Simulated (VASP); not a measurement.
Computed with optB88-vdW, VASP's PBE PAW potentials (set 64) (plane waves; VASP).

VASP input:

File KPOINTS:
```
k-points along high-symmetry lines
15
Line-mode
Reciprocal
  0.000000   0.000000   0.000000 ! GAMMA
  0.500000   0.000000   0.500000 ! X

  0.500000   0.000000   0.500000 ! X
  0.625000   0.250000   0.625000 ! U

  0.375000   0.375000   0.750000 ! K
  0.000000   0.000000   0.000000 ! GAMMA

  0.000000   0.000000   0.000000 ! GAMMA
  0.500000   0.500000   0.500000 ! L

  0.500000   0.500000   0.500000 ! L
  0.500000   0.250000   0.750000 ! W

  0.500000   0.250000   0.750000 ! W
  0.500000   0.000000   0.500000 ! X
```

**POSCAR**
```
CdF2
1
    0.0000000000     2.7217316377     2.7217316377
    2.7217316377     0.0000000000     2.7217316377
    2.7217316377     2.7217316377     0.0000000000
Cd F
1 2
Direct
  0.0000000000   0.0000000000   0.0000000000
  0.2500000000   0.2500000000   0.2500000000
  0.7500000000   0.7500000000   0.7500000000
```

INCAR:
```
! general
SYSTEM  =CdF2
PREC    =Accurate
ENCUT   =520   ! plane-wave cut-off (eV)
LREAL   =.False.
LASPH   =.True.   ! aspherical one-centre terms
ICHARG  =11   ! fixed density

! electronic loop
EDIFF   =1E-7   ! SCF stop (eV)
NELM    =100
ALGO    =Normal   ! blocked Davidson
LMAXMIX =4

! smearing
ISMEAR  =0
SIGMA   =0.05

! functional
GGA     =BO
LUSE_VDW=.True.
AGGAC   =0.0
PARAM1  =0.1833333333
PARAM2  =0.22

! output
LWAVE   =.False.
LCHARG  =.False.
LORBIT  =11   ! lm-projected
```

POTCAR, in this order: Cd F (PBE.64 set). Program: vasp_std. Read from the step before: CHGCAR.

The run wrote:

**OSZICAR**
```
       N       E                     dE             d eps       ncg     rms          rms(c)
DAV:   1     0.203873436187E+03    0.20387E+03   -0.15741E+04  3132   0.154E+03
DAV:   2     0.444766966721E+01   -0.19943E+03   -0.19385E+03  3658   0.380E+02
DAV:   3    -0.350269207609E+01   -0.79504E+01   -0.79353E+01  3279   0.845E+01
DAV:   4    -0.354083593291E+01   -0.38144E-01   -0.38139E-01  3447   0.583E+00
DAV:   5    -0.354097865171E+01   -0.14272E-03   -0.14272E-03  3278   0.322E-01
DAV:   6    -0.354097939564E+01   -0.74392E-06   -0.74394E-06  3492   0.232E-02
DAV:   7    -0.354097939973E+01   -0.40923E-08   -0.40899E-08  2629   0.166E-03
   1 F= -.35409794E+01 E0= -.35409794E+01  d E =-.774110E-12
```

### OUTCAR
```
 val. band max:       -1.8383156482   @ k =   0.5000   0.2500   0.7500

 cond. band min:       1.0983857690   @ k =   0.0000   0.0000   0.0000



 k-point     1 :       0.0000    0.0000    0.0000
  band No.  band energies     occupation
      1     -22.3416      2.00000
      2     -21.3118      2.00000
      3      -7.3343      2.00000
      4      -7.3343      2.00000
      5      -7.3343      2.00000
      6      -6.2637      2.00000
      7      -6.2637      2.00000
      8      -2.7325      2.00000
      9      -2.7325      2.00000
     10      -2.7325      2.00000
     11      -2.3646      2.00000
     12      -2.3646      2.00000
     13      -2.3646      2.00000
     14       1.0984      0.00000
     15      10.6670      0.00000
     16      10.6670      0.00000
     17      10.6670      0.00000

 k-point     2 :       0.0357    0.0000    0.0357
  band No.  band energies     occupation
      1     -22.3365      2.00000
      2     -21.3163      2.00000
      3      -7.3276      2.00000
      4      -7.3276      2.00000
      5      -7.3181      2.00000
      6      -6.2691      2.00000
      7      -6.2624      2.00000
      8      -2.7886      2.00000
      9      -2.7541      2.00000
     10      -2.7541      2.00000
     11      -2.3638      2.00000
     12      -2.3586      2.00000
     13      -2.3586      2.00000
     14       1.1657      0.00000
     15      10.5728      0.00000
     16      10.6886      0.00000
     17      10.6886      0.00000

 k-point     3 :       0.0714    0.0000    0.0714
  band No.  band energies     occupation
      1     -22.3220      2.00000
      2     -21.3297      2.00000
      3      -7.3078      2.00000
      4      -7.3078      2.00000
      5      -7.2704      2.00000
      6      -6.2855      2.00000
      7      -6.2586      2.00000
      8      -2.9438      2.00000
      9      -2.8175      2.00000
     10      -2.8175      2.00000
     11      -2.3613      2.00000
     12      -2.3413      2.00000
...
```

The density is held fixed in this step, so its total energy and stress have no physical meaning.

The compound is CdF2 in the fluorite structure. It was relaxed first.
